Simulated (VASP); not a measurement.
# TaW in VASP: a series of runs

Runs on TaW. Level: PBEsol+U. Tasks: single point.

Everything below comes from runs of VASP 6.6.1. Logs are shortened: lines on timing, memory, paths and dates and some standing lists are left out, and cuts for length are marked.

### Step 1. The structure

The cell holds a slab with vacuum, 6 atoms: a = 2.816 Å, b = 2.816 Å, c = 26.303 Å, α = 90.00°, β = 90.00°, γ = 110.04°.

### Step 2. Single point, PBEsol+U

INCAR reads:

```
SYSTEM = TaW
  PREC = Accurate
  ENCUT = 520
  EDIFF = 1E-7
  ISMEAR = -1
  SIGMA = 0.05
  LREAL = .FALSE.
  LASPH = .TRUE.
  NELM = 60
  ALGO = Normal
  ISIF = 2
  LWAVE = .FALSE.
  LCHARG = .FALSE.
  LMAXMIX = 4
  LDAU = .TRUE.
  LDAUTYPE = 2
  LDAUL = 2 2
  LDAUU = 3 3
  LDAUJ = 0 0
  LDAUPRINT = 1
  LDIPOL = .TRUE.
  IDIPOL = 3
  DIPOL = 0.5 0.5 0.500
  GGA = PS
  NBANDS = 46
```

KPOINTS reads:

```
regular mesh
0
G
  7 7 1
  0 0 0
```

POSCAR reads:

```
TaW
1.0
    2.8156310853      0.0000000000      0.0000000000
   -0.9649541523      2.6451166123      0.0000000000
    0.0000000000      0.0000000000     26.3034960250
W Ta
3 3
Direct
    0.5000000000      0.5000000000      0.2851332003
    0.5000000000      0.5000000000      0.4570266401
    0.5000000000      0.5000000000      0.6289200798
    0.0000000000      0.0000000000      0.3710799202
    0.0000000000      0.0000000000      0.5429733599
    0.0000000000      0.0000000000      0.7148667997
```

Potentials or basis: VASP PAW PBE potentials, release 64 (W_sv, Ta_pv).

Run with:

```bash
$ cat potpaw_PBE.64/W_sv/POTCAR potpaw_PBE.64/Ta_pv/POTCAR > POTCAR
$ mpirun -np 1 vasp_std > vasp.out
```

OUTCAR:

```text
SYSTEM = TaW
   PREC = Accurate
   ENCUT = 520
   EDIFF = 1E-7
   ISMEAR = -1
   LREAL = .FALSE.
   LASPH = .TRUE.
   NELM = 60
   ISIF = 2
   GGA = PS

 ion  position               nearest neighbor table
   1  0.500  0.500  0.285-   4 2.78   4 2.78   4 3.23   4 3.23
   2  0.500  0.500  0.457-   5 2.78   5 2.78   4 2.78   4 2.78   5 3.23   5 3.23   4 3.23   4 3.23

   3  0.500  0.500  0.629-   5 2.78   5 2.78   6 2.78   6 2.78   5 3.23   5 3.23   6 3.23   6 3.23

   4  0.000  0.000  0.371-   2 2.78   2 2.78   1 2.78   1 2.78   2 3.23   2 3.23   1 3.23   1 3.23

   5  0.000  0.000  0.543-   2 2.78   2 2.78   3 2.78   3 2.78   2 3.23   2 3.23   3 3.23   3 3.23

   6  0.000  0.000  0.715-   3 2.78   3 2.78   3 3.23   3 3.23

  LATTYP: Found a base centered orthorhombic cell.
 ALAT       =     3.2282575800
 B/A-ratio  =     1.4292697797
 C/A-ratio  =     8.1478925931

  Lattice vectors:

 A1 = (   2.8156310853,   0.0000000000,   0.0000000000)
 A2 = (  -0.9649541523,   2.6451166123,   0.0000000000)
 A3 = (   0.0000000000,   0.0000000000,  26.3034960250)

Analysis of symmetry for initial positions (statically):
=====================================================================
 Subroutine PRICEL returns:
 Original cell was already a primitive cell.

 Routine SETGRP: Setting up the symmetry group for a
 base centered orthorhombic supercell.

 Subroutine GETGRP returns: Found  4 space group operations
 (whereof  4 operations were pure point group operations)
 out of a pool of  8 trial point group operations.

The static configuration has the point symmetry C_2v.

Analysis of symmetry for dynamics (positions and initial velocities):
=====================================================================
 Subroutine PRICEL returns:
 Original cell was already a primitive cell.

 Routine SETGRP: Setting up the symmetry group for a
 base centered orthorhombic supercell.

 Subroutine GETGRP returns: Found  4 space group operations
[... 149 lines left out ...]

spin component  1
[... 182 lines left out ...]
  o =  0.1734  v = -0.6164 -0.0000  0.7546  0.0000  0.2249  0.0000  0.0000  0.0000  0.0000  0.0000      0.0000  0.0000  0.0000  0.0000  0.0000  0.0000  0.0000  0.0000  0.0000  0.0000
  o =  0.1734  v =  0.0000  0.0000  0.0000  0.0000  0.0000 -0.6164 -0.0000  0.7546  0.0000  0.2249      0.0000  0.0000  0.0000  0.0000  0.0000  0.0000  0.0000  0.0000  0.0000  0.0000
  o =  0.1820  v = -0.0000  0.5733  0.0000 -0.8194  0.0000  0.0000  0.0000  0.0000  0.0000  0.0000      0.0000  0.0000  0.0000  0.0000  0.0000  0.0000  0.0000  0.0000  0.0000  0.0000
  o =  0.1820  v =  0.0000  0.0000  0.0000  0.0000  0.0000 -0.0000  0.5733  0.0000 -0.8194  0.0000      0.0000  0.0000  0.0000  0.0000  0.0000  0.0000  0.0000  0.0000  0.0000  0.0000
  o =  0.2337  v =  0.0000 -0.8194 -0.0000 -0.5733  0.0000  0.0000  0.0000  0.0000  0.0000  0.0000      0.0000  0.0000  0.0000  0.0000  0.0000  0.0000  0.0000  0.0000  0.0000  0.0000
  o =  0.2337  v =  0.0000  0.0000  0.0000  0.0000  0.0000  0.0000 -0.8194 -0.0000 -0.5733  0.0000      0.0000  0.0000  0.0000  0.0000  0.0000  0.0000  0.0000  0.0000  0.0000  0.0000
  o =  0.2713  v =  0.0000  0.0000  0.0000  0.0000  0.0000  0.7089 -0.0000  0.6562 -0.0000 -0.2586      0.0000  0.0000  0.0000  0.0000  0.0000  0.0000  0.0000  0.0000  0.0000  0.0000
  o =  0.2713  v =  0.7089 -0.0000  0.6562 -0.0000 -0.2586  0.0000  0.0000  0.0000  0.0000  0.0000      0.0000  0.0000  0.0000  0.0000  0.0000  0.0000  0.0000  0.0000  0.0000  0.0000
  o =  0.3016  v = -0.3427 -0.0000 -0.0000 -0.0000 -0.9394  0.0000  0.0000  0.0000  0.0000  0.0000      0.0000  0.0000  0.0000  0.0000  0.0000  0.0000  0.0000  0.0000  0.0000  0.0000
  o =  0.3016  v =  0.0000  0.0000  0.0000  0.0000  0.0000 -0.3427 -0.0000 -0.0000 -0.0000 -0.9394      0.0000  0.0000  0.0000  0.0000  0.0000  0.0000  0.0000  0.0000  0.0000  0.0000

 number of electron      75.0000005 magnetization

 dipolmoment           0.000000      0.000000     -0.004980 electrons x Angstroem

 Free energy of the ion-electron system (eV)
  ---------------------------------------------------
  ext. energy  EPLUGINS =         0.00000000
  ---------------------------------------------------
  free energy    TOTEN  =       -58.58844783 eV

  energy without entropy =      -58.55454783  energy(sigma->0) =      -58.57149783

 E-fermi :   1.9616     XC(G=0):  -7.6712

 val. band max:        1.9284001538   @ k =  -0.1429   0.1429   0.0000
 cond. band min:       1.9622601866   @ k =   0.0000   0.0000   0.0000
 fundamental gap:      0.0338600328
 Fermi energy:         1.9616158135

 k-point     1 :       0.0000    0.0000    0.0000
  band No.  band energies     occupation
      1     -72.1546      2.00000
      2     -71.9019      2.00000
      3     -71.7815      2.00000
      4     -36.4808      2.00000
      5     -36.1675      2.00000
      6     -36.0514      2.00000
[... 773 lines left out ...]
     45       6.5314      0.00000
     46       6.6378      0.00000

------------------------ aborting loop because EDIFF is reached ----------------------------------------

 vacuum level on the upper side and lower side of the slab       (xc-potential included)        -0.193        -0.058

  FORCE on cell =-STRESS in cart. coord.  units (eV):
  Direction    XX          YY          ZZ          XY          YZ          ZX
  --------------------------------------------------------------------------------------
  -------------------------------------------------------------------------------------
  Total       -2.5507873     -3.0004492      1.1229047     -0.6163030      0.0000000      0.0000000
  in kB      -20.8617518    -24.5393362      9.1837373     -5.0404673      0.0000000      0.0000000
  external PRESSURE =     -12.0724503 kB  Pullay stress =       0.0000000 kB

 VOLUME and BASIS-vectors are now :
 -----------------------------------------------------------------------------
  energy-cutoff  :      520.00
  volume of cell :      195.90
      direct lattice vectors                 reciprocal lattice vectors
     2.815631085  0.000000000  0.000000000     0.355160165  0.129564524  0.000000000
    -0.964954152  2.645116612  0.000000000     0.000000000  0.378055166  0.000000000
     0.000000000  0.000000000 26.303496025     0.000000000  0.000000000  0.038017760

 POSITION                                       TOTAL-FORCE (eV/Angst)
 -----------------------------------------------------------------------------------
      0.92534      1.32256      7.50000         0.000000      0.000000      0.158816
      0.92534      1.32256     12.02140         0.000000      0.000000      0.079377
      0.92534      1.32256     16.54280        -0.000000      0.000000      0.392571
      0.00000      0.00000      9.76070         0.000000      0.000000     -0.425220
      0.00000      0.00000     14.28210         0.000000      0.000000     -0.126525
      0.00000      0.00000     18.80350         0.000000      0.000000     -0.079018
 -----------------------------------------------------------------------------------
    total drift:                                0.000000      0.000000     -0.000091

  FREE ENERGIE OF THE ION-ELECTRON SYSTEM (eV)
  ---------------------------------------------------
  free  energy   TOTEN  =       -58.5884478333 eV

  energy  without entropy=      -58.5545478256  energy(sigma->0) =      -58.57149783

 vacuum level on the upper side and lower side of the slab         6.782         6.925
```

stdout:

```text
POSCAR found type information on POSCAR W Ta
 POSCAR found :  2 types and       6 ions
 scaLAPACK will be used
 -----------------------------------------------------------------------------
|                                                                             |
|                                                                             |
|     You enforced a specific xc type in the INCAR file but a different       |
|     I HOPE YOU KNOW WHAT YOU ARE DOING!                                     |
|                                                                             |
 -----------------------------------------------------------------------------

 LDA part: xc-table for (Slater+PW92), standard interpolation
 POSCAR, INCAR and KPOINTS ok, starting setup
 FFT: planning ... GRIDC
 FFT: planning ... GRID_SOFT
 FFT: planning ... GRID
 WAVECAR not read
 entering main loop
```

Wall time 4.3 min (1 thread of Intel Xeon Platinum 8488C (Sapphire Rapids), shared host); peak memory 0.38 GiB.

Results:

- Free energy: -58.5884 eV
- Largest force: 0.425 eV/Å
- Band gap on the k mesh: none (metal or under the smearing width)

Forces on the atoms (eV/Å):
```
W    0.000  0.000  0.159
W    0.000  0.000  0.079
W    0.000  0.000  0.393
Ta   0.000  0.000 -0.425
Ta   0.000  0.000 -0.127
Ta   0.000  0.000 -0.079
```

Eigenvalues of the final occupation matrices:
```tsv
site	spin	trace	eigenvalues
site 1 d	1	1.63	0.24 0.27 0.35 0.36 0.42
site 1 d	2	1.63	0.24 0.27 0.35 0.36 0.42
site 2 d	1	1.67	0.24 0.25 0.37 0.39 0.42
site 2 d	2	1.67	0.24 0.25 0.37 0.39 0.42
site 3 d	1	1.67	0.24 0.25 0.37 0.39 0.42
site 3 d	2	1.67	0.24 0.25 0.37 0.39 0.42
site 4 d	1	1.19	0.17 0.18 0.28 0.28 0.29
site 4 d	2	1.19	0.17 0.18 0.28 0.28 0.29
site 5 d	1	1.19	0.18 0.18 0.27 0.27 0.28
site 5 d	2	1.19	0.18 0.18 0.27 0.27 0.28
site 6 d	1	1.16	0.17 0.18 0.23 0.27 0.30
site 6 d	2	1.16	0.17 0.18 0.23 0.27 0.30
```

Caveat: the PAW data sets were made with another functional, which shifts forces and pressure a little; U without spin polarisation on a metal has little footing; the U is typed as a test and isn't derived for this compound. Spin-orbit coupling is left out, which matters for the levels of Ta, W.

### Step 3. Single point, PBEsol+U

Edit INCAR of step 2 so:

```diff
@@ -17,3 +17,3 @@
   LDAUL = 2 2
-  LDAUU = 3 3
+  LDAUU = 4 4
   LDAUJ = 0 0
```

KPOINTS is that of step 2.

POSCAR is that of step 2.

Potentials or basis: VASP PAW PBE potentials, release 64 (W_sv, Ta_pv).

Run with:

```bash
$ cat potpaw_PBE.64/W_sv/POTCAR potpaw_PBE.64/Ta_pv/POTCAR > POTCAR
$ mpirun -np 1 vasp_std > vasp.out
```

OUTCAR:

```text
SYSTEM = TaW
   PREC = Accurate
   ENCUT = 520
   EDIFF = 1E-7
   ISMEAR = -1
   LREAL = .FALSE.
   LASPH = .TRUE.
   NELM = 60
   ISIF = 2
   GGA = PS

 ion  position               nearest neighbor table
   1  0.500  0.500  0.285-   4 2.78   4 2.78   4 3.23   4 3.23
   2  0.500  0.500  0.457-   5 2.78   5 2.78   4 2.78   4 2.78   5 3.23   5 3.23   4 3.23   4 3.23

   3  0.500  0.500  0.629-   5 2.78   5 2.78   6 2.78   6 2.78   5 3.23   5 3.23   6 3.23   6 3.23

   4  0.000  0.000  0.371-   2 2.78   2 2.78   1 2.78   1 2.78   2 3.23   2 3.23   1 3.23   1 3.23

   5  0.000  0.000  0.543-   2 2.78   2 2.78   3 2.78   3 2.78   2 3.23   2 3.23   3 3.23   3 3.23

   6  0.000  0.000  0.715-   3 2.78   3 2.78   3 3.23   3 3.23

  LATTYP: Found a base centered orthorhombic cell.
 ALAT       =     3.2282575800
 B/A-ratio  =     1.4292697797
 C/A-ratio  =     8.1478925931

  Lattice vectors:

 A1 = (   2.8156310853,   0.0000000000,   0.0000000000)
 A2 = (  -0.9649541523,   2.6451166123,   0.0000000000)
 A3 = (   0.0000000000,   0.0000000000,  26.3034960250)

Analysis of symmetry for initial positions (statically):
=====================================================================
 Subroutine PRICEL returns:
 Original cell was already a primitive cell.

 Routine SETGRP: Setting up the symmetry group for a
 base centered orthorhombic supercell.

 Subroutine GETGRP returns: Found  4 space group operations
 (whereof  4 operations were pure point group operations)
 out of a pool of  8 trial point group operations.

The static configuration has the point symmetry C_2v.

Analysis of symmetry for dynamics (positions and initial velocities):
=====================================================================
 Subroutine PRICEL returns:
[... 346 lines left out ...]
  o =  0.2679  v =  0.7124 -0.0000  0.6519 -0.0000 -0.2599  0.0000  0.0000  0.0000  0.0000  0.0000      0.0000  0.0000  0.0000  0.0000  0.0000  0.0000  0.0000  0.0000  0.0000  0.0000
  o =  0.3020  v = -0.3427 -0.0000 -0.0000 -0.0000 -0.9394  0.0000  0.0000  0.0000  0.0000  0.0000      0.0000  0.0000  0.0000  0.0000  0.0000  0.0000  0.0000  0.0000  0.0000  0.0000
  o =  0.3020  v =  0.0000  0.0000  0.0000  0.0000  0.0000 -0.3427 -0.0000 -0.0000 -0.0000 -0.9394      0.0000  0.0000  0.0000  0.0000  0.0000  0.0000  0.0000  0.0000  0.0000  0.0000

 number of electron      75.0000005 magnetization

 dipolmoment           0.000000      0.000000     -0.004561 electrons x Angstroem

 Free energy of the ion-electron system (eV)
  ---------------------------------------------------
  ext. energy  EPLUGINS =         0.00000000
  ---------------------------------------------------
  free energy    TOTEN  =       -52.70708894 eV

  energy without entropy =      -52.66947909  energy(sigma->0) =      -52.68828401

 E-fermi :   2.0146     XC(G=0):  -7.6777

 val. band max:        2.0072783507   @ k =  -0.1429   0.1429   0.0000
 cond. band min:       2.0178460316   @ k =   0.0000   0.0000   0.0000
 fundamental gap:      0.0105676809
 Fermi energy:         2.0146080026

 k-point     1 :       0.0000    0.0000    0.0000
  band No.  band energies     occupation
      1     -72.2517      2.00000
      2     -71.9537      2.00000
      3     -71.8385      2.00000
      4     -36.5775      2.00000
      5     -36.2144      2.00000
      6     -36.1015      2.00000
[... 773 lines left out ...]
     45       6.5355      0.00000
     46       6.6951      0.00000

------------------------ aborting loop because EDIFF is reached ----------------------------------------

 vacuum level on the upper side and lower side of the slab       (xc-potential included)        -0.184        -0.054

  FORCE on cell =-STRESS in cart. coord.  units (eV):
  Direction    XX          YY          ZZ          XY          YZ          ZX
  --------------------------------------------------------------------------------------
  -------------------------------------------------------------------------------------
  Total       -0.4090113     -0.8722955      2.9700029     -0.6349735      0.0000000      0.0000000
  in kB       -3.3451212     -7.1341159     24.2903297     -5.1931653      0.0000000      0.0000000
  external PRESSURE =       4.6036976 kB  Pullay stress =       0.0000000 kB

 VOLUME and BASIS-vectors are now :
 -----------------------------------------------------------------------------
  energy-cutoff  :      520.00
  volume of cell :      195.90
      direct lattice vectors                 reciprocal lattice vectors
     2.815631085  0.000000000  0.000000000     0.355160165  0.129564524  0.000000000
    -0.964954152  2.645116612  0.000000000     0.000000000  0.378055166  0.000000000
     0.000000000  0.000000000 26.303496025     0.000000000  0.000000000  0.038017760

 POSITION                                       TOTAL-FORCE (eV/Angst)
 -----------------------------------------------------------------------------------
      0.92534      1.32256      7.50000        -0.000000      0.000000     -0.028551
      0.92534      1.32256     12.02140         0.000000      0.000000      0.082939
      0.92534      1.32256     16.54280         0.000000      0.000000      0.360530
      0.00000      0.00000      9.76070         0.000000      0.000000     -0.392902
      0.00000      0.00000     14.28210         0.000000      0.000000     -0.122244
      0.00000      0.00000     18.80350         0.000000      0.000000      0.100227
 -----------------------------------------------------------------------------------
    total drift:                                0.000000      0.000000     -0.000060

  FREE ENERGIE OF THE ION-ELECTRON SYSTEM (eV)
  ---------------------------------------------------
  free  energy   TOTEN  =       -52.7070889414 eV

  energy  without entropy=      -52.6694790852  energy(sigma->0) =      -52.68828401

 vacuum level on the upper side and lower side of the slab         6.847         6.980
```

Wall time 4.5 min (1 thread of Intel Xeon Platinum 8488C (Sapphire Rapids), shared host); peak memory 0.38 GiB.

What came out:

```yaml
Free_energy: -52.7071 eV
Largest_force: 0.393 eV/Å
Band_gap_on_the_k_mesh: none (metal or under the smearing width)
```

Forces in eV/Å, atoms in the order of the input:
```
W    0.000  0.000 -0.029
W    0.000  0.000  0.083
W    0.000  0.000  0.361
Ta   0.000  0.000 -0.393
Ta   0.000  0.000 -0.122
Ta   0.000  0.000  0.100
```

Levels at points of the mesh, in eV from the Fermi level:
| k point | band 35 | band 36 | band 37 | band 38 | band 39 | band 40 |
| --- | --- | --- | --- | --- | --- | --- |
| (0.00, 0.00, 0.00) | -0.15 | 0.00 | 0.08 | 0.08 | 0.31 | 0.37 |

Eigenvalues of the final occupation matrices:
```
    site  spin  trace               eigenvalues
site 1 d     1   1.62  0.23 0.26 0.35 0.36 0.42
site 1 d     2   1.62  0.23 0.26 0.35 0.36 0.42
site 2 d     1   1.66  0.23 0.24 0.37 0.39 0.42
site 2 d     2   1.66  0.23 0.24 0.37 0.39 0.42
site 3 d     1   1.65  0.23 0.24 0.37 0.40 0.42
site 3 d     2   1.65  0.23 0.24 0.37 0.40 0.42
site 4 d     1   1.17  0.17 0.17 0.27 0.27 0.28
site 4 d     2   1.17  0.17 0.17 0.27 0.27 0.28
site 5 d     1   1.17  0.17 0.18 0.27 0.27 0.28
site 5 d     2   1.17  0.17 0.18 0.27 0.27 0.28
site 6 d     1   1.14  0.17 0.18 0.23 0.27 0.30
site 6 d     2   1.14  0.17 0.18 0.23 0.27 0.30
```

Caveat: the PAW data sets were made with another functional, which shifts forces and pressure a little; U without spin polarisation on a metal has little footing; the U is typed as a test and isn't derived for this compound. The run has no spin-orbit coupling, so splittings on Ta, W are missing.
